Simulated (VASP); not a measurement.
All values below come from MS2 meta-GGA, VASP's PBE PAW potentials (set 64) (plane waves; VASP 6.6.1).

VASP input:

### INCAR
```
SYSTEM = CoGa
PREC = Accurate
ENCUT = 520
EDIFF = 1E-7
NELM = 100
ALGO = Normal
LREAL = .FALSE.
LASPH = .TRUE.
ISMEAR = 1
SIGMA = 0.1
METAGGA = MS2
LMIXTAU = .TRUE.
LMAXMIX = 4
LWAVE = .FALSE.
LCHARG = .FALSE.
ISIF = 2
```

**POSCAR**
```
CoGa
1
    2.8051043532     0.0000000000     0.0000000000
    0.0000000000     2.8051043532     0.0000000000
    0.0000000000     0.0000000000     2.8051043532
Ga Co
1 1
Direct
  0.5000000000   0.5000000000   0.5000000000
  0.0000000000   0.0000000000   0.0000000000
```

**KPOINTS**
```
Automatic mesh
0
Gamma
13 13 13
0 0 0
```

POTCAR, in this order: Ga_d Co (PBE.64 set). Program: vasp_std.

Question: What will the output report for the number of irreducible k-points (NKPTS), largest plane-wave count, number of space-group operations, FFT grid (NGX, NGY, NGZ)?

Answer: 
The number of irreducible k-points (NKPTS) comes out as 84. The largest plane-wave count is 619 and the number of space-group operations is 48. The FFT grid (NGX, NGY, NGZ) comes out as 24 × 24 × 24.

The compound is CoGa in the CsCl type structure. This cell is one point of a volume scan, at 0.97 of the reference volume. The run is not spin-polarised, so no magnetic state was tried.
